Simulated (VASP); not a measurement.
# GaP (relaxed from the CsCl structure, space group Pm-3m): computed properties

Method: r2SCAN meta-GGA, VASP's PBE PAW potentials (set 64) (plane waves; VASP).

For GaP, the space group is Pm-3m (221) and the cell is a = 3.1905 Å, b = 3.1905 Å, c = 3.1905 Å, α = 90.00°, β = 90.00°, γ = 90.00°. The volume per atom is 16.24 Å^3/atom, the band gap (over mesh and band path) comes out as none (metal, semimetal or under 0.01 eV) and the density is 5.15 g/cm³.

GaP has the cubic space group Pm-3m (No. 221), the CsCl type structure, Pearson symbol cP2. Cell: a = b = c = 3.191 Å, α = β = γ = 90.00°. Ga on 1a is coordinated by 8 P at 2.763 Å and 6 Ga at 3.191 Å. P on 1b is surrounded by 8 Ga at 2.763 Å (cubic). (Neighbours: up to the widest gap in distance over summed covalent radii, below 1.35, at either atom; cation-cation and far metal-metal contacts left out.)

The structure was generated: GaP was put into the CsCl type (Pm-3m), which need not be its known phase. It was relaxed first, which changed the volume by +25 %. Symmetry was kept, so distortions that lower it aren't found.
